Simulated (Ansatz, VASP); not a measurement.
## NbTeS (2H-NbSTe, 1 layer): VASP beside Ansatz

One calculation is typed for both programs; each brings its own data sets. How far apart do they land? The structure shown is the start of the Ansatz relaxation below; VASP solves that cell, so the two are compared at the walk's first step.

Main program and level: Ansatz 0.2.0; plane waves, with VASP 6.6.1 beside it; single point at PBE.

## 1. Set-up

The cell holds 3 atoms: 1 Te, 1 Nb and 1 S. Its edges and angles: a = 3.620 Å, b = 3.620 Å, c = 20.429 Å, α = 90.0°, β = 90.0°, γ = 120.0°. Vacuum lies along c.

## 2. Ansatz: relaxation, PBE

Ansatz runs on its default PAW (the set named soft_2) files.

The two programs are compared at the cell with which this relaxation starts, whose forces are those of its first step.

input.yaml

```yaml
crystal:
  lattice:
    - [3.620432, 0.0, 0.0]
    - [-1.810216, 3.1353860847, 0.0]
    - [0.0, 0.0, 20.4289942626]
  atoms:
    - { symbol: Te, position: [0.3333333333, 0.6666666667, 0.4160753041] }
    - { symbol: Nb, position: [0.0, 0.0, 0.5127711414] }
    - { symbol: S, position: [0.3333333333, 0.6666666667, 0.5839246959] }
kpoints:
  mp_grid: { grid: [12, 12, 1] }
hamiltonian:
  xc: pbe
scf:
  occupations: { method: fermi_dirac, width: 0.05 }
  convergence: { dr2_threshold: 1.0e-08 }
efield:
  axis: 3
  dipole_correction: true
  ramp_position: 0.97
  ramp_width: 0.04
relax:
  f_tol: 0.01
  cell: { fix: [c, alpha, beta] }
output:
  write_potential: true
  write_density: true
  volumetric_format: npy
```

Launch:

```sh
$ ansatz run input.yaml --threads 4 --pin off --max-ram 8192MiB --backend cpu --events-out ev --progress --plain --runs-dir out
```

Numbers of over 12 decimals in the logs are rounded to 6 here.

The log of the run:

```text
Warning: relax.cell: scf.convergence.dr2_threshold = 1e-8 eV is looser than the 3e-10 eV advised for a relaxation that steers and ends on the stress (1e-10 eV for each atom of the cell: 3). What an SCF threshold leaves in a stress goes as its square root, and in the free energy as the threshold itself, and one threshold admits the most on a small cell: [figures from the program's tests cut] Set scf.convergence.dr2_threshold to 3e-10 eV or tighter. The threshold is an SCF's pass mark: one that does not reach it within its budget of iterations ends unconverged, or closes short of it on a stop that the run arms, and scf.convergence.dr2_threshold's page says what that costs each kind of run
Engine: ansatz 0.2.0, x86_64-unknown-linux-gnu
Pseudopotentials: kind: paw
Pseudopotential: Te, paw, valence charge 16, recommended cutoff 420 eV (normal), Te.paw.azcp
Pseudopotential: Nb, paw, valence charge 13, recommended cutoff 420 eV (normal), Nb.paw.azcp
Pseudopotential: S, paw, valence charge 6, recommended cutoff 420 eV (normal), S.paw.azcp
Functional definition: PBE
  parameter kappa = 0.804
  parameter beta = 0.066725
  exchange = pbe_x(kappa = kappa, mu = beta*pi^2/3)
  correlation = pbe_c(beta = beta)
Crystal: 3 atoms, lattice volume = 231.899 Å³
Basis set: ecut = 420 eV, 4461 PW (Γ), exchange–correlation on 50×50×288 points (8 copies of the dense FFT grid, shifted against one another)
Bands: 22, of which v1, the nominal top of the filled ones, is band 18 counted from 1 (17 counted from 0)
Symmetry: 6 space group operations
Space group: P3m1 (ITA 156), of the structure as read, at distance tolerance 6.1e-5 Å
k-points: 19 of 144 (time reversal used)
Non-local potential: Te, projectors of the file, l = 0: 2, l = 1: 2, l = 2: 2, l = 3: 2
Non-local potential: Nb, projectors of the file, l = 0: 3, l = 1: 2, l = 2: 2, l = 3: 1
Non-local potential: S, projectors of the file, l = 0: 2, l = 1: 2, l = 2: 2
PAW form: soft (Blöchl's): semilocal exchange-correlation on the pseudo side does not see the compensation charge
PAW one-centre angular grid: Te, 590 points (default); XC on 64 Gauss nodes
PAW one-centre angular grid: Nb, 590 points (default); XC on 64 Gauss nodes
PAW one-centre angular grid: S, 110 points (default); XC on 64 Gauss nodes
Initial density: superposition of atomic densities (neutral atoms: chi_scale 0, normalization atom), corrected by the library's trained network
Initial wavefunctions: pseudopotential atomic-orbital guess
Functional: x = pbe(κ = 0.804, μ = 0.219515), c = pbe(β = 0.066725)
SCF iter   1: F=—  HF=-12436.435185 eV  |F-HF|=—  |Δ(HF+E_count)|=         —  Δρ=3.41e-3  dr2=2.59e-1  ethr=1.77e-3  p=-0.074 e·Å  D=-5.78e-2 V/Å  ΔV_dip=1.18 eV  dr2_dipole=6.99e-2  V_vac-E_F(+/−)=5.63/4.45 eV  ⟨swp⟩=9.4  Hψ=2406  notcnv=0
efield: sawtooth ramp at fractional position 0.9700 (set: `efield.ramp_position`, or a place that a band, a saddle search or an elastic batch's reference lends), width 0.0400; the density the first Hamiltonian is built on has a dipole p = -0.074 e·Å; the dipole correction subtracts the counter field D = -5.78e-2 V/Å, which shifts the + side's vacuum level by +1.18 eV against the − side's; the planar-averaged density in the ramp window peaks in size at 1.0e-5 e/Å³
preconditioner: auto → LDOS  [metal: Δε(μ)=0.018 eV  Ē_g=6.987 eV  σ=0.050 eV  W_gap=0.09  n_scr=12 (ndim 8)  ℏωp=10.1 eV  f_vac=0.654  D(μ)=4.46/eV (n_scr^D=12)  β→1.0]
SCF iter   2: F=—  HF=-12436.426053 eV  |F-HF|=—  |Δ(HF+E_count)|=   9.13e-3  Δρ=2.26e-3  dr2=3.70e-2  ethr=7.39e-4  p=-0.036 e·Å  D=-2.79e-2 V/Å  ΔV_dip=0.57 eV  dr2_dipole=4.10e-4  V_vac-E_F(+/−)=5.75/5.18 eV  ⟨swp⟩=2.8  Hψ=720  notcnv=0
SCF iter   3: F=—  HF=-12436.420539 eV  |F-HF|=—  |Δ(HF+E_count)|=   5.51e-3  Δρ=1.10e-3  dr2=1.69e-2  ethr=1.06e-4  p=-0.054 e·Å  D=-4.18e-2 V/Å  ΔV_dip=0.85 eV  dr2_dipole=4.74e-3  V_vac-E_F(+/−)=5.72/4.87 eV  ⟨swp⟩=2.9  Hψ=836  notcnv=0
SCF iter   4: F=—  HF=-12436.419088 eV  |F-HF|=—  |Δ(HF+E_count)|=   1.45e-3  Δρ=3.85e-4  dr2=3.15e-3  ethr=4.84e-5  p=-0.049 e·Å  D=-3.85e-2 V/Å  ΔV_dip=0.79 eV  dr2_dipole=8.96e-4  V_vac-E_F(+/−)=5.70/4.92 eV  ⟨swp⟩=1.8  Hψ=493  notcnv=0
SCF iter   5: F=—  HF=-12436.418849 eV  |F-HF|=—  |Δ(HF+E_count)|=   2.39e-4  Δρ=1.39e-4  dr2=2.27e-4  ethr=9.00e-6  p=-0.047 e·Å  D=-3.65e-2 V/Å  ΔV_dip=0.74 eV  dr2_dipole=6.05e-5  V_vac-E_F(+/−)=5.70/4.95 eV  ⟨swp⟩=1.7  Hψ=435  notcnv=0
SCF iter   6: F=—  HF=-12436.418837 eV  |F-HF|=—  |Δ(HF+E_count)|=   1.17e-5  Δρ=5.40e-5  dr2=1.54e-5  ethr=6.49e-7  p=-0.046 e·Å  D=-3.57e-2 V/Å  ΔV_dip=0.73 eV  dr2_dipole=5.30e-7  V_vac-E_F(+/−)=5.69/4.96 eV  ⟨swp⟩=2.0  Hψ=532  notcnv=0
[...]
SCF iter   6: F=—  HF=-12436.518969 eV  |F-HF|=—  |Δ(HF+E_count)|=   7.97e-9  Δρ=1.23e-6  dr2=1.68e-8  ethr=2.86e-11  p=-0.038 e·Å  D=-3.08e-2 V/Å  ΔV_dip=0.63 eV  dr2_dipole=4.24e-9  V_vac-E_F(+/−)=5.56/4.93 eV  ⟨swp⟩=9.9  Hψ=2735  notcnv=0
SCF iter   7: F=-12436.518969 eV  HF=-12436.518969 eV  |F-HF|=1.92e-9  |Δ(HF+E_count)|=   9.59e-9  Δρ=3.90e-7  dr2=1.22e-9  ethr=2.86e-11  p=-0.038 e·Å  D=-3.08e-2 V/Å  ΔV_dip=0.63 eV  dr2_dipole=1.83e-10  V_vac-E_F(+/−)=5.56/4.93 eV  ⟨swp⟩=8.9  Hψ=2406  notcnv=0
SCF 6 converged in 7 iterations: F = -12436.518969 eV  dr2 = 1.22e-9
relax step   6: F+E_penalty+E_count = -12436.51896906 eV  Δ(F+E_penalty+E_count) = -3.615e-5 eV  max|allowed force component| = 1.466e-3 eV/Å  Δτ_max = 0.0008 Å  P = -0.007 GPa  Ω = 220.696 Å³  energy of the carried Pulay correction = +4.277e-4 eV  fix = [c, alpha, beta]  reactions: c -0.003 GPa  (7 SCF iters, accepted)
Basis set: ecut = 420 eV, 4311 PW (Γ), exchange–correlation on 48×48×288 points (8 copies of the dense FFT grid, shifted against one another)
Initial wavefunctions: pseudopotential atomic-orbital guess (no wavefunctions were taken with the density)
iter 1 solved again at ethr=2.50e-7 eV; its pass at ethr=3.10e-3 eV (dr2=8.74e-5 eV) is discarded
SCF iter   1: F=—  HF=-12436.518467 eV  |F-HF|=—  |Δ(HF+E_count)|=         —  Δρ=3.05e-5  dr2=2.77e-7  ethr=2.50e-7  p=-0.038 e·Å  D=-3.08e-2 V/Å  ΔV_dip=0.63 eV  dr2_dipole=1.15e-10  V_vac-E_F(+/−)=5.56/4.93 eV  ⟨swp⟩=4.3  Hψ=3896  notcnv=0
efield: sawtooth ramp at fractional position 0.9700 (set: `efield.ramp_position`, or a place that a band, a saddle search or an elastic batch's reference lends), width 0.0400; the density the first Hamiltonian is built on has a dipole p = -0.038 e·Å; the dipole correction subtracts the counter field D = -3.08e-2 V/Å, which shifts the + side's vacuum level by +0.63 eV against the − side's; the planar-averaged density in the ramp window peaks in size at 3.7e-6 e/Å³
preconditioner: auto → LDOS  [metal: Δε(μ)=0.020 eV  Ē_g=7.367 eV  σ=0.050 eV  W_gap=0.10  n_scr=12 (ndim 8)  ℏωp=10.3 eV  f_vac=0.654  D(μ)=4.50/eV (n_scr^D=12)  β→1.0]
SCF iter   2: F=—  HF=-12436.518536 eV  |F-HF|=—  |Δ(HF+E_count)|=   6.92e-5  Δρ=6.09e-6  dr2=7.71e-8  ethr=7.90e-10  p=-0.038 e·Å  D=-3.08e-2 V/Å  ΔV_dip=0.63 eV  dr2_dipole=3.48e-9  V_vac-E_F(+/−)=5.56/4.93 eV  ⟨swp⟩=2.9  Hψ=843  notcnv=0
SCF iter   3: F=-12436.518536 eV  HF=-12436.518536 eV  |F-HF|=4.19e-9  |Δ(HF+E_count)|=   4.85e-8  Δρ=1.30e-6  dr2=3.84e-9  ethr=2.86e-11  p=-0.038 e·Å  D=-3.08e-2 V/Å  ΔV_dip=0.63 eV  dr2_dipole=4.83e-11  V_vac-E_F(+/−)=5.56/4.93 eV  ⟨swp⟩=10.6  Hψ=3353  notcnv=0
SCF 7 converged in 3 iterations: F = -12436.518536 eV  dr2 = 3.84e-9
relax step   7: F+E_penalty+E_count = -12436.51853597 eV  Δ(F+E_penalty+E_count) = +4.331e-4 eV  max|allowed force component| = 1.309e-3 eV/Å  Δτ_max = 0.0000 Å  P = -0.006 GPa  Ω = 220.696 Å³  fix = [c, alpha, beta]  reactions: c -0.002 GPa  stress off target by 8.46e-3 GPa on what of the cell is left free  SCF on the basis re-selected at this cell (its energy is not comparable with the rows above)  (3 SCF iters)
basis re-selected at this cell: Δ(F+E_penalty+E_count) = +4.331e-4 eV, ΔP = +0.000 GPa vs the last step (what re-selecting the basis moved, of the pressure what is left beyond the Pulay correction that the steps carried, after the strain that the cell walked since its last selection, with what the two solves' SCF thresholds leave and, on support functions, any second-order correction that the steps lacked; it is no measure of the basis error at this ecutwfc). The dense FFT grid was sized anew with the basis: this SCF ran on 24×24×144 points, the steps before it on 25×25×144, so part of this shift can come from that change (see relax.cell in the input reference). [rest of the remark cut]
WARN: The input density's exchange-correlation potential varies sharply where the density is thin. Do not read a vacuum level from v_tot or v_xc, or from such a field of the output density. On a cell that repeats whose density bears no net charge and no dipole along the vacuum's axis use v_es (v_loc + v_h of the components); under efield.dipole_correction with no amplitude use v_es + v_field, which holds any external [...]
SCF converged after 3 iterations
Free energy (F): -12436.518536 eV
Harris-Foulkes:  -12436.518536 eV  (|F-HF|=4.19e-9)
Internal energy: -12436.483881 eV  (E = F + TS)
E sigma→0 (E₀):  -12436.501208 eV
Entropy (-TS):   -0.034655 eV (-11.552 meV/atom)
Fermi energy:    -0.267211 eV
Dipole field:    D = -0.030769 V/Å  (p = -0.037527 e·Å, saw-weighted, corrected)
Work function:   Φ+ = 5.5600 eV   Φ− = 4.9314 eV
Levels:          The Fermi level and band energies are counted from a zero that moves with the ramp; work functions are not
--- Per-component energies (eV) ---
  E_band       = -751.261922
  E_kinetic    = 680.666256
  E_local      = -22511.263474  (includes V_loc(G=0)·N_el)
  E_nonlocal   = -162.437133
  E_hartree    = 11069.152138
  E_xc         = -396.605329
  E_vxc        = -404.074687  (∫ρ·V_xc dr)
  E_paw        = -8336.001863  (= ΣΔE_a)
  E_vpaw       = -492.265588  (= ΣTr[D̂ρ^β])
  E_aug_tail   = -0.000169  (compensation charges beyond the density's cutoff)
  E_efield     = 0.000577  (sawtooth field / dipole correction)
  E_vefield    = -0.190940  (∫n·V_field dr)
  E_ewald      = 7220.005116
  E_smearing   = -0.034655  (= −TS)
  E_closure    = -0.000000  (closes the sum)
  Σ components = -12436.518536   (vs F -12436.518536, Δ=0.00e0)
--- Forces (eV/Å), atoms counted from 1 ---
  atom   1  Te     0.00000000    -0.00000000     0.00130855
  atom   2  Nb    -0.00000000    -0.00000000    -0.00088710
  atom   3  S      0.00000000    -0.00000000    -0.00042322
  max |Σ_I F_I| component: 1.77e-6 eV/Å
--- Stress (GPa, compression-positive) ---
       -0.008462       0.000000       0.000000
        0.000000      -0.008462       0.000000
        0.000000       0.000000      -0.002323
  P = ⅓ Tr σ = -0.0064 GPa (-0.064 kbar)
--- Band table (eV; the first three rows and the last of 19) ---
  k-point 0: bands = [... 14 lower, -2.2045, -0.7512, -0.7512, 0.6561, 2.5273, 2.5273, 3.0300, 3.0300]
  k-point 1: bands = [... 14 lower, -2.1478, -0.9363, -0.8315, 0.5567, 2.3832, 2.6275, 2.6711, 2.9329]
  k-point 2: bands = [... 14 lower, -2.2251, -1.3864, -0.9753, 0.2157, 1.8558, 2.4818, 2.6216, 3.0921]
  k-point 18: bands = [... 14 lower, -3.5505, -3.0640, -1.8239, -0.0759, 1.2459, 2.6209, 3.0743, 4.0598]
--- Relaxed structure (6 steps of the walk, 5 accepted, 1 SCFs on fresh bases) ---
  F+E_penalty+E_count = -12436.51853597 eV   max|allowed force component| = 1.309e-3 eV/Å   (the final SCF, on the basis selected at the relaxed cell)
  cell:  # Å, volume = 220.6961 Å³
    - [3.531901, 0.0, 0]
    - [-1.765951, 3.058716, 0]
    - [0, 0, 20.4289942626]
  atoms:
    - { symbol: Te, position: [0.333333, 0.666667, 0.417426] }
    - { symbol: Nb, position: [4.256643949678131e-19, -3.700743415524894e-17, 0.513360] }
    - { symbol: S, position: [0.333333, 0.666667, 0.581986] }
```

## 3. VASP: single point, PBE, start cell

The same cell, functional, mesh and smearing now go to VASP, with its own data sets.

Lines of VASP's logs that name or quote its potential files are left out, and so is its time.

INCAR

```
SYSTEM = NbTeS
PREC = Accurate
ENCUT = 400
EDIFF = 1E-06
NELM = 120
ISMEAR = -1
SIGMA = 0.05
LREAL = .FALSE.
ALGO = Normal
GGA = PE
NBANDS = 18
LASPH = .TRUE.
LORBIT = 11
LWAVE = .FALSE.
LCHARG = .FALSE.
ISIF = 2
LDIPOL = .TRUE.
IDIPOL = 3
DIPOL = 0.5 0.5 0.505
LVHAR = .TRUE.
GGA_COMPAT = .FALSE.
NELMDL = -8
```

POSCAR

```
NbTeS
1.0
    3.6204320000      0.0000000000      0.0000000000
   -1.8102160000      3.1353860000      0.0000000000
    0.0000000000      0.0000000000     20.4289940000
Te Nb S
1 1 1
Direct
    0.3333332802      0.6666665604      0.4160753094
    0.0000000000      0.0000000000      0.5127711624
    0.3333332802      0.6666665604      0.5839246906
```

KPOINTS

```
Automatic mesh
0
Gamma
12 12 1
0 0 0
```

PAW data sets: Te, Nb_sv and S (PBE family, release 64).

Launch:

```sh
$ mpirun -np 1 vasp_std
```

The log of the run:

```text
[banner, memory and clock lines left out]
running    1 mpi-ranks, on    1 nodes
 distrk:  each k-point on    1 cores,    1 groups
 distr:  one band on    1 cores,    1 groups

 POSCAR found type information on POSCAR TeNbS
 POSCAR found :  3 types and       3 ions
 LDA part: xc-table for (Slater+PW92), standard interpolation
 POSCAR, INCAR and KPOINTS ok, starting setup
 FFT: planning ... GRIDC
 FFT: planning ... GRID_SOFT
 FFT: planning ... GRID
 WAVECAR not read
 entering main loop
       N       E                     dE             d eps       ncg     rms          rms(c)
DAV:   1     0.121977400592E+03    0.12198E+03   -0.10341E+04   956   0.858E+02
DAV:   2    -0.664574509792E+01   -0.12862E+03   -0.12725E+03   936   0.228E+02
DAV:   3    -0.207597864629E+02   -0.14114E+02   -0.13953E+02  1324   0.620E+01
DAV:   4    -0.210733157098E+02   -0.31353E+00   -0.31167E+00   952   0.102E+01
DAV:   5    -0.210933242885E+02   -0.20009E-01   -0.19949E-01  1198   0.233E+00
DAV:   6    -0.210936885843E+02   -0.36430E-03   -0.36406E-03   984   0.347E-01
DAV:   7    -0.210937038846E+02   -0.15300E-04   -0.15298E-04  1112   0.667E-02
DAV:   8    -0.210937043783E+02   -0.49372E-06   -0.49370E-06   968   0.114E-02    0.989E+00
DAV:   9    -0.199214679782E+02    0.11722E+01   -0.10424E+01  1144   0.190E+01    0.668E+00
DAV:  10    -0.196592534397E+02    0.26221E+00   -0.33485E+00   986   0.964E+00    0.306E+00
DAV:  11    -0.196003434739E+02    0.58910E-01   -0.54553E-01   954   0.452E+00    0.146E+00
DAV:  12    -0.195947214689E+02    0.56220E-02   -0.54699E-02   814   0.136E+00    0.540E-01
DAV:  13    -0.195928579935E+02    0.18635E-02   -0.92878E-03  1018   0.671E-01    0.438E-01
DAV:  14    -0.195918659702E+02    0.99202E-03   -0.35142E-03  1014   0.396E-01    0.136E-01
[...]
DAV:  21    -0.195921197611E+02   -0.15516E-04   -0.55136E-07   758   0.424E-03    0.900E-03
DAV:  22    -0.195921350681E+02   -0.15307E-04   -0.87799E-07   720   0.389E-03    0.273E-03
DAV:  23    -0.195921388570E+02   -0.37889E-05   -0.34439E-07   720   0.264E-03    0.280E-03
DAV:  24    -0.195921430302E+02   -0.41732E-05   -0.13734E-07   618   0.191E-03    0.130E-03
DAV:  25    -0.195921465747E+02   -0.35445E-05   -0.14256E-07   628   0.195E-03    0.169E-03
DAV:  26    -0.195921496001E+02   -0.30253E-05   -0.77970E-08   580   0.138E-03    0.649E-04
DAV:  27    -0.195921511495E+02   -0.15494E-05   -0.41443E-08   562   0.750E-04    0.616E-04
DAV:  28    -0.195921515625E+02   -0.41302E-06   -0.89181E-09   420   0.501E-04
   1 F= -.19592152E+02 E0= -.19575152E+02  d E =-.339987E-01
```

[end of part 1 of 2]

[Lines on the potential files, build, host, timing and source positions are cut from VASP's logs without a mark.]

[Logs are printed without paths, hosts, clocks, repeated set-up lines and the standing remarks that a program may print on its own settings, such as how far it seeks lower states.]

[Hosts, paths, dates, database ids (printed as entryN), source tags and the programs' standing remarks are cut or masked in the printed files.]
